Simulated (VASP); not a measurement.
CaS (rock salt):

```xyz
2
Lattice="0.0000 2.8450 2.8450 2.8450 0.0000 2.8450 2.8450 2.8450 0.0000" Properties=species:S:1:pos:R:3 pbc="T T T"
Ca     0.0000     0.0000     0.0000
S      2.8450     2.8450     2.8450
```

The lowest empty band near X, direction across the valley's axis, from PBE with spin-orbit coupling in VASP (PAW); its two spin partners are averaged. The gap over the points computed is 2.32 eV, and the next band on that side lies 3.26 eV away at the edge.

Settings: 400 eV cut-off, 9×9×9 Γ-centred mesh, Gaussian smearing of 0.050 eV, potentials Ca_sv S.

```
distance from the edge in k (1/Å)  distance in energy (meV)
---------------------------------  ------------------------
0.018                                                   4.0
0.025                                                   7.7
0.035                                                  15.1
0.050                                                  30.6
0.070                                                  59.6
```

Problem. Fit E(1 + αE) = ħ²k²/2m* (ħ²/2m0 = 3.810 eV Å²) and predict the row at 0.095 1/Å.

Solution. The rows don't resolve α, so a parabola serves: the electron mass is m* = 0.313 m0, and so 110.0 meV. The run gave 108.7 meV, -1.3 meV from the fit.

Left out are points under 3 meV from the edge, since the levels carry 0.1 meV, and points farther than half the way to the next band.

The compound is CaS in the rock salt structure. The cell was not relaxed at this level.
